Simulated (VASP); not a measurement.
# A VASP study of In2Ni3S2 (PBEsol + U): structure first, properties next, part 6 of 8

What structure and properties does PBEsol + U give In2Ni3S2, and how near are they to the measured ones? The start is a computed cell from the Materials Project.

VASP 6.6.1; PBEsol, DFT+U (Ni d 4 eV), spin-polarised from a ferromagnetic start; plane waves and PAW (In_d, Ni, S).

So far. Step 4 (Density, ELF and potential (PBEsol + U)): In this run the pressure is -0.06 GPa, small enough to go on; single stress components reach 0.06 GPa. Step 5 (Bands along the symmetry lines (PBEsol + U)): There is no gap at this level. The relaxed cell has a = 5.255, c = 13.360 Å (conventional setting).

**6. Density of states (PBEsol + U)**

Here the states are counted by energy and projected on the atoms. The mesh is finer than in the run before.

INCAR

```
SYSTEM = In2Ni3S2
PREC = Accurate
ENCUT = 400
EDIFF = 1E-06
NELM = 100
ISMEAR = -5
SIGMA = 0.05
LREAL = .FALSE.
ALGO = Normal
GGA = PS
NBANDS = 58
ISPIN = 2
MAGMOM = 0 0 1 1 1 0 0
LDAU = .TRUE.
LDAUTYPE = 2
LDAUL = -1 2 -1
LDAUU = 0 4 0
LDAUJ = 0 0 0
LDAUPRINT = 1
LASPH = .TRUE.
LMAXMIX = 4
LORBIT = 11
LWAVE = .FALSE.
LCHARG = .FALSE.
KPAR = 4
NEDOS = 2001
```

POSCAR

```
In2Ni3S2
1.0
    2.6273708300      1.5169132559      4.4533147598
   -2.6273708300      1.5169132559      4.4533147598
    0.0000000000     -3.0338265120      4.4533147598
In Ni S
2 3 2
Direct
    0.5000000000      0.5000000000      0.5000000000
    0.0000000000      0.0000000000      0.0000000000
    0.5000000000      0.0000000000      0.0000000000
    0.0000000000      0.5000000000      0.0000000000
    0.0000000000      0.0000000000      0.5000000000
    0.7229644029      0.7229644029      0.7229644029
    0.2770355971      0.2770355971      0.2770355971
```

KPOINTS

```
Automatic mesh
0
Gamma
7 7 7
0 0 0
```

PAW data sets: In_d, Ni and S (PBE family, release 64).

Run with:

```console
$ mpirun -np 4 vasp_std
```

The log of the run:

```text
[... set-up lines as in an earlier step ...]
 entering main loop
       N       E                     dE             d eps       ncg     rms          rms(c)
DAV:   1     0.607739701069E+03    0.60774E+03   -0.23312E+04 10394   0.132E+03
DAV:   2     0.611061464049E+02   -0.54663E+03   -0.50654E+03 10208   0.352E+02
DAV:   3    -0.263378031873E+02   -0.87444E+02   -0.83662E+02 11080   0.147E+02
DAV:   4    -0.308214897917E+02   -0.44837E+01   -0.44508E+01 12230   0.352E+01
DAV:   5    -0.309910660669E+02   -0.16958E+00   -0.16952E+00 15440   0.647E+00    0.225E+01
DAV:   6    -0.318613655812E+02   -0.87030E+00   -0.11524E+01 13070   0.457E+01    0.166E+01
DAV:   7    -0.296616056824E+02    0.21998E+01   -0.63447E+00 13290   0.384E+01    0.809E+00
DAV:   8    -0.295647101802E+02    0.96896E-01   -0.80969E-01 14274   0.708E+00    0.212E+00
DAV:   9    -0.295871524496E+02   -0.22442E-01   -0.19544E-01 12606   0.373E+00    0.123E+00
DAV:  10    -0.295896944324E+02   -0.25420E-02   -0.27570E-02 13676   0.110E+00    0.791E-01
DAV:  11    -0.295914117473E+02   -0.17173E-02   -0.72028E-03 13496   0.661E-01    0.353E-01
DAV:  12    -0.295919438209E+02   -0.53207E-03   -0.22240E-03 12180   0.376E-01    0.217E-01
DAV:  13    -0.295920444023E+02   -0.10058E-03   -0.29937E-04 13158   0.932E-02    0.141E-01
DAV:  14    -0.295921655732E+02   -0.12117E-03   -0.63914E-05 14834   0.911E-02    0.467E-02
DAV:  15    -0.295921790480E+02   -0.13475E-04   -0.58704E-05 12996   0.520E-02    0.177E-02
DAV:  16    -0.295921800395E+02   -0.99151E-06   -0.49869E-06  9934   0.135E-02
   1 F= -.29592180E+02 E0= -.29592180E+02  d E =0.000000E+00  mag=     0.0004
 -----------------------------------------------------------------------------
|                                                                             |
|           W    W    AA    RRRRR   N    N  II  N    N   GGGG   !!!           |
|           W    W   A  A   R    R  NN   N  II  NN   N  G    G  !!!           |
|           W    W  A    A  R    R  N N  N  II  N N  N  G       !!!           |
|           W WW W  AAAAAA  RRRRR   N  N N  II  N  N N  G  GGG   !            |
|           WW  WW  A    A  R   R   N   NN  II  N   NN  G    G                |
|           W    W  A    A  R    R  N    N  II  N    N   GGGG   !!!           |
|                                                                             |
|     Tetrahedron method does not include variations of the Fermi             |
|     occupations, so forces and stress will be inaccurate. We suggest        |
|     using a different smearing scheme ISMEAR = 1 or 2 for metals in         |
|     relaxations.                                                            |
|                                                                             |
 -----------------------------------------------------------------------------
```

Elapsed: 72 s, on 4 MPI ranks of Intel Xeon Platinum 8488C (Sapphire Rapids), shared host; peak memory 1.6 GiB; 4.6 min of CPU time.

Parts of OUTCAR (step 6):

```text
   k-points           NKPTS =     44   k-points in BZ     NKDIM =     44   number of bands    NBANDS=     58

   NELECT =      68.0000    total number of electrons

atom =   3  type =  2  l = 2

 onsite density matrix

spin component  1

  0.8875  0.0159 -0.0339  0.0385 -0.0073
  0.0159  0.8888  0.0213 -0.0579  0.0202
 -0.0339  0.0213  0.8761  0.0368 -0.0195
  0.0385 -0.0579  0.0368  0.8220  0.0159
 -0.0073  0.0202 -0.0195  0.0159  0.8959

spin component  2

  0.8875  0.0159 -0.0339  0.0385 -0.0072
  0.0159  0.8888  0.0213 -0.0579  0.0202
 -0.0339  0.0213  0.8761  0.0369 -0.0195
  0.0385 -0.0579  0.0369  0.8219  0.0159
 -0.0072  0.0202 -0.0195  0.0159  0.8959

 occupancies and eigenvectors

  o =  0.7457  v =  0.0000  0.0000  0.0000  0.0000  0.0000  0.3447 -0.4151  0.3902 -0.7190  0.1990      0.0000  0.0000  0.0000  0.0000  0.0000  0.0000  0.0000  0.0000  0.0000  0.0000
  o =  0.7457  v =  0.3448 -0.4151  0.3900 -0.7190  0.1991  0.0000  0.0000  0.0000  0.0000  0.0000      0.0000  0.0000  0.0000  0.0000  0.0000  0.0000  0.0000  0.0000  0.0000  0.0000
  o =  0.8827  v =  0.0000  0.0000  0.0000  0.0000  0.0000 -0.4197 -0.2757 -0.6790 -0.4776 -0.2423      0.0000  0.0000  0.0000  0.0000  0.0000  0.0000  0.0000  0.0000  0.0000  0.0000
  o =  0.8828  v = -0.4198 -0.2757 -0.6790 -0.4775 -0.2424  0.0000  0.0000  0.0000  0.0000  0.0000      0.0000  0.0000  0.0000  0.0000  0.0000  0.0000  0.0000  0.0000  0.0000  0.0000
  o =  0.8955  v =  0.0000  0.0000  0.0000  0.0000  0.0000 -0.4624 -0.3295  0.0000  0.1902  0.8009      0.0000  0.0000  0.0000  0.0000  0.0000  0.0000  0.0000  0.0000  0.0000  0.0000
  o =  0.8955  v = -0.4623 -0.3300  0.0000  0.1906  0.8007  0.0000  0.0000  0.0000  0.0000  0.0000      0.0000  0.0000  0.0000  0.0000  0.0000  0.0000  0.0000  0.0000  0.0000  0.0000
  o =  0.9195  v =  0.0000  0.0000  0.0000  0.0000  0.0000 -0.6746 -0.0406  0.6218 -0.0703 -0.3895      0.0000  0.0000  0.0000  0.0000  0.0000  0.0000  0.0000  0.0000  0.0000  0.0000
  o =  0.9195  v = -0.6744 -0.0407  0.6220 -0.0704 -0.3894  0.0000  0.0000  0.0000  0.0000  0.0000      0.0000  0.0000  0.0000  0.0000  0.0000  0.0000  0.0000  0.0000  0.0000  0.0000
  o =  0.9268  v =  0.0000  0.0000  0.0000  0.0000  0.0000 -0.1902  0.8009 -0.0000 -0.4624  0.3295      0.0000  0.0000  0.0000  0.0000  0.0000  0.0000  0.0000  0.0000  0.0000  0.0000
  o =  0.9268  v = -0.1906  0.8007 -0.0000 -0.4623  0.3300  0.0000  0.0000  0.0000  0.0000  0.0000      0.0000  0.0000  0.0000  0.0000  0.0000  0.0000  0.0000  0.0000  0.0000  0.0000

atom =   4  type =  2  l = 2

 onsite density matrix

spin component  1

  0.8875 -0.0159  0.0339  0.0385  0.0073
 -0.0159  0.8888  0.0213  0.0579  0.0202
  0.0339  0.0213  0.8761 -0.0368 -0.0195
  0.0385  0.0579 -0.0368  0.8220 -0.0159
  0.0073  0.0202 -0.0195 -0.0159  0.8959

spin component  2

  0.8875 -0.0159  0.0339  0.0385  0.0072
 -0.0159  0.8888  0.0213  0.0579  0.0202
  0.0339  0.0213  0.8761 -0.0369 -0.0195
  0.0385  0.0579 -0.0369  0.8219 -0.0159
  0.0072  0.0202 -0.0195 -0.0159  0.8959

 occupancies and eigenvectors

  o =  0.7457  v =  0.0000  0.0000  0.0000  0.0000  0.0000 -0.3447 -0.4151  0.3902  0.7190  0.1990      0.0000  0.0000  0.0000  0.0000  0.0000  0.0000  0.0000  0.0000  0.0000  0.0000
  o =  0.7457  v = -0.3448 -0.4151  0.3900  0.7190  0.1991  0.0000  0.0000  0.0000  0.0000  0.0000      0.0000  0.0000  0.0000  0.0000  0.0000  0.0000  0.0000  0.0000  0.0000  0.0000
  o =  0.8827  v =  0.0000  0.0000  0.0000  0.0000  0.0000  0.4197 -0.2757 -0.6790  0.4776 -0.2423      0.0000  0.0000  0.0000  0.0000  0.0000  0.0000  0.0000  0.0000  0.0000  0.0000
  o =  0.8828  v =  0.4198 -0.2757 -0.6790  0.4775 -0.2424  0.0000  0.0000  0.0000  0.0000  0.0000      0.0000  0.0000  0.0000  0.0000  0.0000  0.0000  0.0000  0.0000  0.0000  0.0000
  o =  0.8955  v =  0.0000  0.0000  0.0000  0.0000  0.0000  0.4624 -0.3295  0.0000 -0.1902  0.8009      0.0000  0.0000  0.0000  0.0000  0.0000  0.0000  0.0000  0.0000  0.0000  0.0000
[...]
0.0110 -0.0000 -0.0000  0.9223 -0.0000
  0.0000  0.0476  0.0391 -0.0000  0.8833

 occupancies and eigenvectors

  o =  0.7457  v =  0.0000  0.0000  0.0000  0.0000  0.0000 -0.0000 -0.8303 -0.3902  0.0000  0.3980      0.0000  0.0000  0.0000  0.0000  0.0000  0.0000  0.0000  0.0000  0.0000  0.0000
  o =  0.7457  v =  0.0000  0.8303  0.3900 -0.0000 -0.3982  0.0000  0.0000  0.0000  0.0000  0.0000      0.0000  0.0000  0.0000  0.0000  0.0000  0.0000  0.0000  0.0000  0.0000  0.0000
  o =  0.8827  v =  0.0000  0.0000  0.0000  0.0000  0.0000 -0.0000 -0.5514  0.6790  0.0000 -0.4846      0.0000  0.0000  0.0000  0.0000  0.0000  0.0000  0.0000  0.0000  0.0000  0.0000
  o =  0.8828  v =  0.0000  0.5514 -0.6790  0.0000  0.4847  0.0000  0.0000  0.0000  0.0000  0.0000      0.0000  0.0000  0.0000  0.0000  0.0000  0.0000  0.0000  0.0000  0.0000  0.0000
  o =  0.8955  v =  0.0000  0.0000  0.0000  0.0000  0.0000  0.9248 -0.0000  0.0000 -0.3805 -0.0000      0.0000  0.0000  0.0000  0.0000  0.0000  0.0000  0.0000  0.0000  0.0000  0.0000
  o =  0.8955  v = -0.9245  0.0000  0.0000  0.3811  0.0000  0.0000  0.0000  0.0000  0.0000  0.0000      0.0000  0.0000  0.0000  0.0000  0.0000  0.0000  0.0000  0.0000  0.0000  0.0000
  o =  0.9195  v =  0.0000  0.0000  0.0000  0.0000  0.0000 -0.0000  0.0812  0.6218 -0.0000  0.7789      0.0000  0.0000  0.0000  0.0000  0.0000  0.0000  0.0000  0.0000  0.0000  0.0000
  o =  0.9195  v =  0.0000  0.0813  0.6220 -0.0000  0.7788  0.0000  0.0000  0.0000  0.0000  0.0000      0.0000  0.0000  0.0000  0.0000  0.0000  0.0000  0.0000  0.0000  0.0000  0.0000
  o =  0.9268  v =  0.0000  0.0000  0.0000  0.0000  0.0000  0.3805  0.0000  0.0000  0.9248  0.0000      0.0000  0.0000  0.0000  0.0000  0.0000  0.0000  0.0000  0.0000  0.0000  0.0000
  o =  0.9268  v =  0.3811  0.0000  0.0000  0.9245  0.0000  0.0000  0.0000  0.0000  0.0000  0.0000      0.0000  0.0000  0.0000  0.0000  0.0000  0.0000  0.0000  0.0000  0.0000  0.0000

 E-fermi :   8.8387

 spin component 1
 k-point     1 :       0.0000    0.0000    0.0000
  band No.  band energies     occupation
    ...
     32       7.3778      1.00000
     33       7.3778      1.00000
     34       7.7180      1.00000
     35       8.4109      1.03930
     36       8.4109      1.19890
     37       9.3872      0.00000
     38       9.6010      0.00000
     39      13.0821      0.00000
     40      13.0821      0.00000
     41      14.2274      0.00000
    ...

 k-point     2 :       0.1429   -0.0000    0.0000
  band No.  band energies     occupation
    ...
     31       6.9881      1.00000
     32       7.2479      1.00000
     33       7.6359      1.00000
     34       8.0445      1.00000
     35       8.7325      0.81982
     36       8.7341      0.32834
     37       9.7443      0.00000
     38      10.2890      0.00000
     39      13.0533      0.00000
     40      13.2028      0.00000
    ...

  Total        0.0795381      0.0795381     -0.4381102     -0.0000000      0.0000000      0.0000000
  in kB        1.1966551      1.1966551     -6.5913920     -0.0000000      0.0000000      0.0000000
  external PRESSURE =      -1.3993606 kB  Pullay stress =       0.0000000 kB

 POSITION                                       TOTAL-FORCE (eV/Angst)
 -----------------------------------------------------------------------------------
      0.00000     -0.00000      6.67997         0.000000     -0.000000      0.000000
      0.00000      0.00000      0.00000         0.000000     -0.000000      0.000000
      1.31369      0.75846      2.22666         0.000000     -0.000000      0.000000
     -1.31369      0.75846      2.22666        -0.000000     -0.000000      0.000000
      0.00000     -1.51691      2.22666        -0.000000     -0.000000      0.000000
      0.00000     -0.00000      9.65876         0.000000      0.000000     -0.017817
      0.00000     -0.00000      3.70118         0.000000     -0.000000      0.017817
 -----------------------------------------------------------------------------------
    total drift:                               -0.000000      0.000000      0.000000

  FREE ENERGIE OF THE ION-ELECTRON SYSTEM (eV)
  ---------------------------------------------------
  free  energy   TOTEN  =       -29.5921800395 eV

  energy  without entropy=      -29.5921800395  energy(sigma->0) =      -29.59218004

 magnetization (x)
# of ion       s       p       d       tot
------------------------------------------
    1        0.000  -0.000   0.000  -0.000
    2       -0.000  -0.000   0.000  -0.000
    3        0.000  -0.000   0.000   0.000
    4        0.000  -0.000   0.000   0.000
    5        0.000  -0.000   0.000   0.000
    6       -0.000  -0.000   0.000  -0.000
    7       -0.000  -0.000   0.000  -0.000
--------------------------------------------------
tot          0.000  -0.000   0.000   0.000

[... 6 parts as in an earlier step ...]

[... 15 further parts left out ...]
```

With tetrahedra the forces and stress of a metal are not exact derivatives of the energy.

Numbers from this step:

| Quantity | Value |
| --- | --- |
| SCF cycles | 16 |
| irreducible k-points | 44 |
| free energy (TOTEN) | -29.59 eV |
| Fermi energy | 8.839 eV |
| pressure | -0.1399 GPa |
| DOS at the Fermi level, one point of the energy grid | 1.645 states/eV/cell |

The density of states has structure finer than the step of the table below, so its rows give means over 0.5 eV, whole bins alone (the curve runs from -12.0 to 6.66 eV). Peaks (eV: height): total -3.33: 18.4, -2.38: 16.4, -2.25: 22.0, -1.91: 16.1; Ni d -3.33: 14.5, -2.38: 14.5, -2.25: 19.8, -1.91: 12.7; S p -6.05: 1.21, -4.69: 1.35, -3.95: 2.16, -1.91: 1.22; In p -3.33: 0.736, 3.13: 0.722, 4.21: 1.10, 5.03: 1.2; Ni p -4.62: 0.395, -4.29: 0.408, -3.95: 0.65, -1.91: 0.364.

States under -12.0 eV and over 6.7 eV are left out; both spin channels agree and are summed. The density of states by energy, zero at the Fermi level; means over each step; values in states/eV/cell:

```
energy (eV)  total    Ni d    S p     In p    Ni p    In s    Ni s
       -8.5      0       0      0        0       0       0       0
       -8.0   1.13  0.0350  0.160  0.00933  0.0554   0.282   0.130
       -7.5   3.42   0.302  0.442   0.0402   0.159   0.867   0.293
       -7.0   2.58   0.298  0.473   0.0649   0.131   0.436   0.225
       -6.5   1.96   0.368  0.479   0.0753  0.0647  0.0868   0.193
       -6.0   3.16   0.752  0.831    0.113   0.104  0.0378   0.270
       -5.5   3.13   0.884  0.674   0.0928   0.122   0.235   0.209
       -5.0   4.25    1.54  0.776   0.0737   0.185   0.433   0.159
       -4.5   6.07    2.47   1.13    0.137   0.362   0.374   0.149
       -4.0   6.17    2.77   1.31    0.130   0.412   0.179  0.0654
       -3.5   7.22    5.16  0.382    0.342   0.156  0.0949   0.103
       -3.0   10.5    8.08  0.244    0.475   0.214  0.0405   0.117
       -2.5   11.3    9.36  0.263    0.258   0.185  0.0629  0.0753
       -2.0   12.1    9.98  0.673    0.127   0.217  0.0328  0.0483
       -1.5   7.25    5.28  0.628    0.104   0.241  0.0876  0.0463
       -1.0   3.77    2.16  0.478    0.143   0.216   0.109  0.0435
       -0.5   2.82    1.70  0.239    0.128   0.116   0.123  0.0553
        0.0   1.89   0.995  0.205   0.0796  0.0627   0.128  0.0400
        0.5   2.78    1.13  0.363    0.165   0.120   0.311  0.0677
        1.0   1.75   0.644  0.236    0.124  0.0865   0.191  0.0342
        1.5   1.68   0.530  0.178    0.201   0.127   0.109  0.0210
        2.0   2.96   0.858  0.320    0.429   0.188  0.0863  0.0574
        2.5   2.48   0.661  0.303    0.380   0.143  0.0793  0.0655
        3.0   3.13   0.669  0.359    0.602   0.193   0.101  0.0832
        3.5   1.54   0.244  0.149    0.346  0.0762  0.0728  0.0517
        4.0   2.98   0.458  0.342    0.665   0.123  0.0795   0.115
        4.5   3.23   0.484  0.309    0.708   0.140  0.0700   0.220
        5.0   3.81   0.504  0.333     1.09   0.169  0.0653   0.160
        5.5   1.97   0.216  0.117    0.428  0.0961  0.0278   0.227
        6.0   2.52   0.194  0.114    0.244   0.158  0.0506   0.490
```

The finer mesh and the other smearing move the Fermi level by -0.12 eV from the 5×5×5 run, one measure of the sampling error in the zero of the bands above. Of the states within 0.3 eV of the Fermi level, the largest shares in the PAW spheres are Ni d 53 %, S p 11 % and In s 7 %. The rest lies in smaller channels or between the spheres.

(Continued in part 7 of 8.)

[Lines on the potential files, build, host, timing and source positions are cut from VASP's logs without a mark.]

[Logs are printed without paths, hosts, clocks, repeated set-up lines and the standing remarks that a program may print on its own settings, such as how far it seeks lower states.]

[Hosts, paths, dates, database ids (printed as entryN), source tags and the programs' standing remarks are cut or masked in the printed files.]

[A measured line is paired with the nearest computed mode of its activity, which favours agreement.]

[In band tables of VASP the shares of atoms and orbitals are scaled to a sum of 1 inside the atoms' spheres.]
